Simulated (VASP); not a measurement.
Level of theory: RPA correlation on PBE orbitals, VASP's PBE PAW potentials (set 64) (plane waves; VASP 6.6.1).

Input for VASP

POSCAR:
```
BP
1
    0.0000000000     2.2393210000     2.2393210000
    2.2393210000     0.0000000000     2.2393210000
    2.2393210000     2.2393210000     0.0000000000
B P
1 1
Direct
  0.0000000000   0.0000000000   0.0000000000
  0.2500000000   0.2500000000   0.2500000000
```

### KPOINTS
```
kpoints
0
gamma
6 6 6
```

### INCAR
```
SYSTEM  =  BP
PREC  =  Normal; ENCUT  =  500; LREAL  =  .False.
LASPH  =  .True.; NBANDS  =  588
ALGO  =  ACFDT
ISMEAR  =  0; SIGMA  =  0.01
GGA  =  PE
LWAVE  =  .False.; LCHARG  =  .False.
NOMEGA  =  12; ENCUTGW  =  300
```

POTCAR, in this order: B_GW P_GW (PBE.64 set). Program: vasp_std. Read from the step before: WAVECAR, WAVEDER.

Output of the run:

File OSZICAR:
```
energies w=
    0.000    0.307    0.000    1.006    0.000    1.986    0.000    3.552
    0.000    6.231    0.000   10.999    0.000   19.734    0.000   36.178
    0.000   68.093    0.000  132.644    0.000  274.348    0.000  684.963
NQ=   1    0.0000    0.0000    0.0000,
 performed       5933000 updates of chi_q(r,r)
NQ=   2    0.1667    0.0000    0.0000,
 performed      11866000 updates of chi_q(r,r)
NQ=   3    0.3333    0.0000    0.0000,
 performed      17799000 updates of chi_q(r,r)
NQ=   4    0.5000    0.0000    0.0000,
 performed      23732000 updates of chi_q(r,r)
NQ=   5    0.1667    0.1667    0.0000,
 performed      29665000 updates of chi_q(r,r)
NQ=   6    0.3333    0.1667    0.0000,
 performed      35598000 updates of chi_q(r,r)
NQ=   7    0.5000    0.1667    0.0000,
 performed      41531000 updates of chi_q(r,r)
NQ=   8   -0.3333    0.1667    0.0000,
 performed      47464000 updates of chi_q(r,r)
NQ=   9   -0.1667    0.1667    0.0000,
 performed      53397000 updates of chi_q(r,r)
NQ=  10    0.3333    0.3333    0.0000,
 performed      59330000 updates of chi_q(r,r)
NQ=  11    0.5000    0.3333    0.0000,
 performed      65263000 updates of chi_q(r,r)
NQ=  12   -0.3333    0.3333    0.0000,
 performed      71196000 updates of chi_q(r,r)
NQ=  13    0.5000    0.5000    0.0000,
 performed      77129000 updates of chi_q(r,r)
NQ=  14    0.5000    0.3333    0.1667,
 performed      83062000 updates of chi_q(r,r)
NQ=  15   -0.3333    0.3333    0.1667,
 performed      88995000 updates of chi_q(r,r)
NQ=  16   -0.3333    0.5000    0.1667,
 performed      94928000 updates of chi_q(r,r)
```

OUTCAR:
```


      cutoff energy     smooth cutoff   RPA   correlation   Hartree contr. to MP2
---------------------------------------------------------------------------------
            300.000           240.000      -12.7533200057      -20.4800446307
            285.714           228.571      -12.7257216573      -20.4513306637
            272.109           217.687      -12.6961052322      -20.4204334853
            259.151           207.321      -12.6642543154      -20.3871212796
            246.811           197.449      -12.6300542872      -20.3512671901
            235.058           188.046      -12.5933531190      -20.3127018638
            223.865           179.092      -12.5539248113      -20.2711554286
            213.204           170.564      -12.5116167881      -20.2264158041
  linear regression
  converged value                          -13.1143551480      -20.8591869164
```
(Selected blocks of OUTCAR.)

The mesh is coarse, so the correlation energy is not converged in k-points.

The compound is BP in the zinc blende structure. This cell is one point of a volume scan, at 0.96 of the reference volume.
